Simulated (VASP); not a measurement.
Crystal: CeNiAsO.

```
Ce As Ni O
1.0
     4.01454    0.00000    0.00000
     0.00000    4.01454    0.00000
     0.00000    0.00000    7.90723
Ce As Ni O
2 2 2 2
Direct
  0.50000 0.00000 0.15474
  0.00000 0.50000 0.84526
  0.50000 0.00000 0.64863
  0.00000 0.50000 0.35137
  0.50000 0.50000 0.50000
  0.00000 0.00000 0.50000
  0.50000 0.50000 0.00000
  0.00000 0.00000 0.00000
```

The cell is a database's computed one.

```yaml
Program: VASP 6.6.1
Task: relaxation of cell and atoms
Functional: RPBE
Potentials_or_basis: VASP PAW PBE potentials, release 64 (Ce, As, Ni, O)
Cutoff: 600 eV
k_mesh: 5 × 5 × 3
Occupations: fermi-dirac, width 0.05 eV
Spin: collinear spin, ferromagnetic start
Starting_moments: "[1.0, 1.0, 0.0, 0.0, 1.0, 1.0, 0.0, 0.0] μB"
```

At the start: pressure 4.4 GPa; volume 15.93 Å³/atom.

Problem. How do energy, volume and symmetry change on relaxing?

Solution. Over 16 steps the energy falls by 10.1 meV/atom and the volume is 16.49 Å³/atom (+3.5 %); space group P4/nmm (No. 129, to 0.05 Å); moment 0.00 μB per cell.

The path:
```
step  energy change (eV)  largest force (eV/Å)  pressure (GPa)  volume (Å³)
   1              0.0000                0.5913            4.37       127.44
   2             -0.0139                0.6041           -3.72       135.61
   3             -0.0644                0.3234           -0.17       131.66
   4             -0.0744                0.1237           -0.09       131.82
   5             -0.0778                0.0749            0.00       131.97
   6             -0.0796                0.0384           -0.06       132.00
   7             -0.0807                0.0224           -0.16       132.05
   8             -0.0807                0.0263           -0.17       132.06
   9             -0.0805                0.0291            0.31       131.59
  10             -0.0808                0.0105            0.02       131.87
  11             -0.0808                0.0107            0.06       131.87
  12             -0.0808                0.0185           -0.07       131.96
  13             -0.0808                0.0127           -0.03       131.89
  14             -0.0808                0.0113           -0.04       131.88
  15             -0.0808                0.0110            0.00       131.87
  16             -0.0808                0.0060            0.03       131.89
```

Final structure:
```yaml
crystal:
  lattice:
    - [4.03518, 0.00000, 0.00000]
    - [0.00000, 4.03518, 0.00000]
    - [0.00000, 0.00000, 8.10011]
  atoms:
    - { symbol: Ce, position: [0.50000, 0.00000, 0.15173] }
    - { symbol: Ce, position: [0.00000, 0.50000, 0.84827] }
    - { symbol: As, position: [0.50000, 0.00000, 0.65380] }
    - { symbol: As, position: [0.00000, 0.50000, 0.34620] }
    - { symbol: Ni, position: [0.50000, 0.50000, 0.50000] }
    - { symbol: Ni, position: [0.00000, 0.00000, 0.50000] }
    - { symbol: O, position: [0.50000, 0.50000, 0.00000] }
    - { symbol: O, position: [0.00000, 0.00000, 0.00000] }
```

Caveat: the magnetic or orbital state may not be the lowest; the PAW data sets were made with another functional, which shifts forces and pressure a little; without U or exact exchange the open f shell lies at the Fermi level, which spoils levels, moments and volumes.
